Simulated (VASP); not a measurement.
Input:

```yaml
crystal:
  lattice:
    - [0.00000, 3.08764, 3.08764]
    - [3.08764, 0.00000, 3.08764]
    - [3.08764, 3.08764, 0.00000]
  atoms:
    - { symbol: Ga, position: [0.00000, 0.00000, 0.00000] }
    - { symbol: Sb, position: [0.25000, 0.25000, 0.25000] }
```

The numbers are results of TPSS meta-GGA, VASP's PBE PAW potentials (set 64) (plane waves; VASP), not measurements. Settings: 520 eV cut-off, 12×12×12 Γ-centred mesh, tetrahedra with Blöchl corrections, potentials Ga_d Sb.

Q: Give the energies of bands 7 to 12 at the high-symmetry points, in eV from the Fermi level.

A: 
| band | Γ | X | U | L | W |
|---|---|---|---|---|---|
| 7 | -0.04 | -6.76 | -6.58 | -6.31 | -6.63 |
| 8 | 0.00 | -2.52 | -3.54 | -1.13 | -3.28 |
| 9 | 0.00 | -2.52 | -2.15 | -1.13 | -3.06 |
| 10 | 0.00 | 0.94 | 1.46 | 0.41 | 3.66 |
| 11 | 2.84 | 1.34 | 3.91 | 3.82 | 4.37 |
| 12 | 2.84 | 8.67 | 6.60 | 3.82 | 4.46 |

It has no gap at this level: it comes out as a metal or semimetal.

The compound is GaSb in the zinc blende structure. It was relaxed first.
